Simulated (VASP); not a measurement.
# Lu3AlN4 (Pmmm) in VASP: phonons with PBE

Aim: the phonons of Lu3AlN4 with PBE.

Program: VASP 6.6.1. These are calculated values, not measurements. Logs are shortened: lines on timing, memory, paths and dates and some standing lists are left out, and cuts for length are marked.

## (1) Starting point

The structure is orthorhombic, space group Pmmm (No. 47). Conventional cell: a = 3.262 Å, b = 4.703 Å, c = 6.522 Å, α = 90.00°, β = 90.00°, γ = 90.00°. Lu (site symmetry mm2) is surrounded by 6 N at 2.27 to 2.35 Å. Lu (site symmetry mmm) has 6 N at 2.35 to 2.41 Å as nearest neighbours. Al (site symmetry mmm) is surrounded by 6 N at 2.21 to 2.35 Å. N (site symmetry mmm) is surrounded by 6 Lu at 2.34 to 2.35 Å. N (site symmetry mm2) has 2 Al at 2.21 Å and 4 Lu at 2.35 to 2.41 Å as nearest neighbours. N (site symmetry mmm) has 4 Lu at 2.27 Å and 2 Al at 2.35 Å as nearest neighbours.

The cell was built by a generator and needn't be a form met in nature.

## (2) Phonons, PBE

Contents of POSCAR:

```
Lu3AlN4
1.0
    3.2617200000      0.0000000000      0.0000000000
    0.0000000000      4.7028000000      0.0000000000
    0.0000000000      0.0000000000      6.5215700000
Lu Al N
3 1 4
Direct
    0.5000000000      0.5000000000      0.2420490000
    0.0000000000      0.0000000000      0.5000000000
    0.5000000000      0.5000000000      0.7579510000
    0.0000000000      0.0000000000      0.0000000000
    0.0000000000      0.5000000000      0.5000000000
    0.5000000000      0.0000000000      0.7723660000
    0.0000000000      0.5000000000      0.0000000000
    0.5000000000      0.0000000000      0.2276340000
```

Contents of INCAR.step1:

```
SYSTEM = Lu3AlN4
ALGO = Normal
EDIFF = 1E-8
EDIFFG = -0.002
ENCUT = 520
GGA = PE
IBRION = 2
ISIF = 3
ISMEAR = 0
KPAR = 8
LASPH = .TRUE.
LCHARG = .FALSE.
LREAL = .FALSE.
LWAVE = .FALSE.
NELM = 60
NSW = 40
PREC = Accurate
SIGMA = 0.1
```

Contents of INCAR.step2:

```
SYSTEM = Lu3AlN4
ALGO = Normal
EDIFF = 1E-8
ENCUT = 520
GGA = PE
IBRION = 6
ISIF = 2
ISMEAR = 0
KPAR = 8
LASPH = .TRUE.
LCHARG = .FALSE.
LREAL = .FALSE.
LWAVE = .FALSE.
NELM = 60
NFREE = 2
NSW = 1
POTIM = 0.015
PREC = Accurate
SIGMA = 0.1
```

Contents of KPOINTS:

```
k-points
0
G
  8 5 5
  0 0 0
```

Potentials or basis: VASP PAW PBE potentials, release 64 (Lu, Al, N).

Run with:

```bash
> cat potpaw_PBE.64/Lu/POTCAR potpaw_PBE.64/Al/POTCAR potpaw_PBE.64/N/POTCAR > POTCAR
> cp INCAR.step1 INCAR
> mpirun -np 8 vasp_std > vasp.out
> cp CONTCAR POSCAR
> cp INCAR.step2 INCAR
> mpirun -np 8 vasp_std > vasp.out
```

OUTCAR:

```text
SYSTEM = Lu3AlN4
   EDIFF = 1E-8
   ENCUT = 520
   GGA = PE
   IBRION = 6
   ISIF = 2
   ISMEAR = 0
   LASPH = .TRUE.
   LREAL = .FALSE.
   NELM = 60
   NFREE = 2
   NSW = 1
   POTIM = 0.015
   PREC = Accurate

 ion  position               nearest neighbor table
   1  0.500  0.500  0.242-   7 2.27   7 2.27   5 2.34   5 2.34   8 2.35   8 2.35   3 3.16   4 3.27
                             4 3.27   4 3.27   4 3.27   2 3.32   2 3.32   2 3.32   2 3.32   3 3.37
   2  0.000  0.000  0.500-   5 2.35   5 2.35   8 2.41   6 2.41   6 2.41   8 2.41   4 3.26   4 3.26
                             3 3.32   3 3.32   1 3.32   3 3.32   1 3.32   1 3.32   1 3.32   3 3.32
   3  0.500  0.500  0.758-   7 2.27   7 2.27   5 2.34   5 2.34   6 2.35   6 2.35   1 3.16   4 3.27
                             4 3.27   4 3.27   4 3.27   2 3.32   2 3.32   2 3.32   2 3.32   1 3.37
   4  0.000  0.000  0.000-   6 2.21   8 2.21   6 2.21   8 2.21   7 2.35   7 2.35   2 3.26   2 3.26
                             3 3.27   1 3.27   1 3.27   3 3.27   3 3.27   1 3.27   1 3.27   3 3.27
   5  0.000  0.500  0.500-   1 2.34   3 2.34   1 2.34   3 2.34   2 2.35   2 2.35
   6  0.500  0.000  0.772-   4 2.21   4 2.21   3 2.35   3 2.35   2 2.41   2 2.41
   7  0.000  0.500  0.000-   1 2.27   3 2.27   1 2.27   3 2.27   4 2.35   4 2.35
   8  0.500  0.000  0.228-   4 2.21   4 2.21   1 2.35   1 2.35   2 2.41   2 2.41

  LATTYP: Found a simple orthorhombic cell.
 ALAT       =     3.2628037410
 B/A-ratio  =     1.4411393076
 C/A-ratio  =     1.9992576175

  Lattice vectors:

 A1 = (   3.2628037410,   0.0000000000,   0.0000000000)
 A2 = (   0.0000000000,   4.7021547242,   0.0000000000)
 A3 = (   0.0000000000,   0.0000000000,   6.5231852335)

Analysis of symmetry for initial positions (statically):
=====================================================================
 Subroutine PRICEL returns:
 Original cell was already a primitive cell.

 Routine SETGRP: Setting up the symmetry group for a
 simple orthorhombic supercell.

 Subroutine GETGRP returns: Found  8 space group operations
 (whereof  8 operations were pure point group operations)
 out of a pool of  8 trial point group operations.

The static configuration has the point symmetry D_2h.

Analysis of symmetry for dynamics (positions and initial velocities):
=====================================================================
 Subroutine PRICEL returns:
 Original cell was already a primitive cell.

 Routine SETGRP: Setting up the symmetry group for a
 simple orthorhombic supercell.

 Subroutine GETGRP returns: Found  8 space group operations
 (whereof  8 operations were pure point group operations)
 out of a pool of  8 trial point group operations.

The dynamic configuration has the point symmetry D_2h.

 Subroutine INISYM returns: Found  8 space group operations
 (whereof  8 operations are pure point group operations),
 and found     1 'primitive' translations

----------------------------------------------------------------------------------------

                                     Primitive cell

  volume of cell :     100.0801

  direct lattice vectors                    reciprocal lattice vectors
     3.262803741  0.000000000  0.000000000     0.306484876  0.000000000  0.000000000
     0.000000000  4.702154724  0.000000000     0.000000000  0.212668459  0.000000000
     0.000000000  0.000000000  6.523185233     0.000000000  0.000000000  0.153299341

  length of vectors
     3.262803741  4.702154724  6.523185233     0.306484876  0.212668459  0.153299341

  position of ions in fractional coordinates (direct lattice)
     0.500000000  0.500000000  0.242019478
     0.000000000  0.000000000  0.500000000
     0.500000000  0.500000000  0.757980522
     0.000000000  0.000000000  0.000000000
     0.000000000  0.500000000  0.500000000
     0.500000000  0.000000000  0.772251619
[... 117 lines left out ...]
 non-spin polarized calculation
 Gauss-broadening in eV      SIGMA  =   0.10
  energy-cutoff  :      520.00
  volume of cell :      100.08
 maximum number of plane-waves:      2718
   NGX = 13   NGY = 17   NGZ = 25

--------------------------------------- Ionic step        1  -------------------------------------------

 number of electron      97.9999981 magnetization

 Free energy of the ion-electron system (eV)
  ---------------------------------------------------
  ext. energy  EPLUGINS =         0.00000000
  ---------------------------------------------------
  free energy    TOTEN  =       -62.28226184 eV

  energy without entropy =      -62.28191296  energy(sigma->0) =      -62.28208740

------------------------ aborting loop because EDIFF is reached ----------------------------------------

  FORCE on cell =-STRESS in cart. coord.  units (eV):
  Direction    XX          YY          ZZ          XY          YZ          ZX
  --------------------------------------------------------------------------------------
  -------------------------------------------------------------------------------------
  Total        0.0015698      0.0026266     -0.0011575     -0.0000000      0.0000000      0.0000000
  in kB        0.0251303      0.0420497     -0.0185296     -0.0000000      0.0000000      0.0000000
  external PRESSURE =       0.0162168 kB  Pullay stress =       0.0000000 kB
[... 107 lines left out ...]
  FREE ENERGIE OF THE ION-ELECTRON SYSTEM (eV)
  ---------------------------------------------------
  free  energy   TOTEN  =       -62.2814209188 eV

  energy  without entropy=      -62.2810869625  energy(sigma->0) =      -62.28125394

[... ionic steps 4 to 34 ...]

--------------------------------------- Ionic step       35  -------------------------------------------

 number of electron      97.9999981 magnetization

------------------------ aborting loop because EDIFF is reached ----------------------------------------
[... 79 lines left out ...]
--------------------------------------- Ionic step       37  -------------------------------------------

 number of electron      97.9999981 magnetization

 Free energy of the ion-electron system (eV)
  ---------------------------------------------------
  ext. energy  EPLUGINS =         0.00000000
  ---------------------------------------------------
  free energy    TOTEN  =       -62.28058129 eV

  energy without entropy =      -62.28025340  energy(sigma->0) =      -62.28041734

 E-fermi :   4.7564     XC(G=0): -12.3109

 val. band max:        4.6535800150   @ k =   0.0000   0.0000   0.0000
 cond. band min:       4.8511696111   @ k =   0.5000   0.0000   0.0000
 fundamental gap:      0.1975895962
 Fermi energy:         4.7563584986

 k-point     1 :       0.0000    0.0000    0.0000
  band No.  band energies     occupation
      1     -50.4031      2.00000
      2     -49.7637      2.00000
      3     -49.7054      2.00000
      4     -21.2844      2.00000
      5     -21.2673      2.00000
      6     -20.9995      2.00000
[... 1453 lines left out ...]
     57      11.3743      0.00000
     58      11.5167      0.00000

 [... further k-points ...]

------------------------ aborting loop because EDIFF is reached ----------------------------------------

  FORCE on cell =-STRESS in cart. coord.  units (eV):
  Direction    XX          YY          ZZ          XY          YZ          ZX
  --------------------------------------------------------------------------------------
  -------------------------------------------------------------------------------------
  Total        0.0125822      0.0067652      0.0040233      0.0000000      0.0000000      0.0000000
  in kB        0.2014277      0.1083044      0.0644095      0.0000000      0.0000000      0.0000000
  external PRESSURE =       0.1247139 kB  Pullay stress =       0.0000000 kB
[... 23 lines left out ...]
  FREE ENERGIE OF THE ION-ELECTRON SYSTEM (eV)
  ---------------------------------------------------
  free  energy   TOTEN  =       -62.2805812930 eV

  energy  without entropy=      -62.2802533963  energy(sigma->0) =      -62.28041734

 INTERNAL STRAIN TENSORS FROM DISPLACED ATOMS
 ============================================

 INTERNAL STRAIN TENSOR FOR ION    1 for displacements in x,y,z  (eV/Angst):
          X           Y           Z          XY          YZ          ZX
  --------------------------------------------------------------------------------
  x     0.00000     0.00000     0.00000     0.00000     0.00000    -1.69725
  y     0.00000     0.00000     0.00000     0.00000     6.00999     0.00000
  z    -1.25341     2.59159    -7.80794     0.00000     0.00000     0.00000

 INTERNAL STRAIN TENSOR FOR ION    8 for displacements in x,y,z  (eV/Angst):
          X           Y           Z          XY          YZ          ZX
  --------------------------------------------------------------------------------
  x     0.00000     0.00000     0.00000     0.00000     0.00000     6.57141
  y     0.00000     0.00000     0.00000     0.00000    -1.46439     0.00000
  z     5.92138    -1.26490     1.16600     0.00000     0.00000     0.00000

 Eigenvectors and eigenvalues of the dynamical matrix
 ----------------------------------------------------

   1 f  =   19.095667 THz   119.981612 2PiTHz  636.962877 cm-1    78.973296 meV
             X         Y         Z           dx          dy          dz
      1.631402  2.351077  1.578738    -0.000000   -0.000000    0.025347
      0.000000  0.000000  3.261593    -0.000000    0.000000   -0.057901
      1.631402  2.351077  4.944447    -0.000000    0.000000    0.025347
      0.000000  0.000000  0.000000     0.000000    0.000000    0.158170
      0.000000  2.351077  3.261593    -0.000000    0.000000    0.589246
      1.631402  0.000000  5.037540    -0.000000   -0.000000    0.002996
      0.000000  2.351077  0.000000     0.000000    0.000000   -0.789377
      1.631402  0.000000  1.485645     0.000000   -0.000000    0.002996
[... 243 lines left out ...]
  24 f/i=    7.815320 THz    49.105107 2PiTHz  260.691030 cm-1    32.321554 meV
             X         Y         Z           dx          dy          dz
      1.631402  2.351077  1.578738     0.000000    0.024557    0.000000
      0.000000  0.000000  3.261593    -0.000000   -0.000863    0.000000
      1.631402  2.351077  4.944447    -0.000000    0.024557    0.000000
      0.000000  0.000000  0.000000     0.000000    0.648098    0.000000
      0.000000  2.351077  3.261593     0.000000   -0.092271   -0.000000
      1.631402  0.000000  5.037540    -0.000000   -0.120794    0.000000
      0.000000  2.351077  0.000000     0.000000   -0.735572    0.000000
      1.631402  0.000000  1.485645    -0.000000   -0.120794    0.000000

 ELASTIC MODULI CONTR FROM IONIC RELAXATION (kBar)
 Direction    XX          YY          ZZ          XY          YZ          ZX
 --------------------------------------------------------------------------------
 XX         -88.0289     16.8114    -10.8495      0.0000     -0.0000     -0.0000
 YY          16.8114     -9.2633     21.7660      0.0000      0.0000     -0.0000
 ZZ         -10.8495     21.7660    -65.4158      0.0000      0.0000      0.0000
 XY           0.0000      0.0000      0.0000      0.0000      0.0000      0.0000
 YZ          -0.0000      0.0000      0.0000      0.0000   -114.7719      0.0000
 ZX          -0.0000     -0.0000      0.0000      0.0000      0.0000   -297.0336
 --------------------------------------------------------------------------------
```

Run time: 23 min. Hardware: 8 MPI ranks of Intel Xeon Platinum 8559C (Emerald Rapids), shared host; peak memory 0.63 GiB.

What came out:

```
Highest phonon frequency at Γ, LO-TO splitting left out : 637 cm⁻¹
Most unstable mode                                      : 261i cm⁻¹
```

Phonon frequencies in cm⁻¹ (negative: imaginary):
| q point | frequencies |
| --- | --- |
| (0.000, 0.000, 0.000) | -261 0 0 0 74 112 116 120 133 162 183 196 209 235 302 305 336 351 383 462 502 518 522 637 |

Caveat: some modes are imaginary.
